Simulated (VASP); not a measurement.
Given:

```xyz
2
Lattice="3.3575 0.0000 0.0000 0.0000 3.3575 0.0000 0.0000 0.0000 3.3575" Properties=species:S:1:pos:R:3 pbc="T T T"
Y      0.0000     0.0000     0.0000
S      1.6788     1.6788     1.6788
```

Calculation: PBEsol GGA, VASP's PBE PAW potentials (set 64) (plane waves; VASP 6.6.1). Settings: 400 eV cut-off, 10×10×10 Γ-centred mesh, first-order Methfessel-Paxton smearing of 0.10 eV, potentials Y_sv S.

Problem. What does the run give for the energy per atom (σ→0), band gap (on the k-mesh) with the smallest direct gap where there is one?

Solution. 
* **band gap (on the k-mesh)**: none (metal, semimetal or under 0.01 eV)
* **energy per atom (σ→0)**: -7383 meV/atom

Total energies compare only between runs with the same potentials, cut-off and functional.

The structure was generated: YS was put into the CsCl type type (Pm-3m), which need not be its known phase. It was relaxed first, which changed the volume by -33 %. The start is the result of an earlier pass. The electron count is odd and the run is not spin-polarised, which forces a metal.
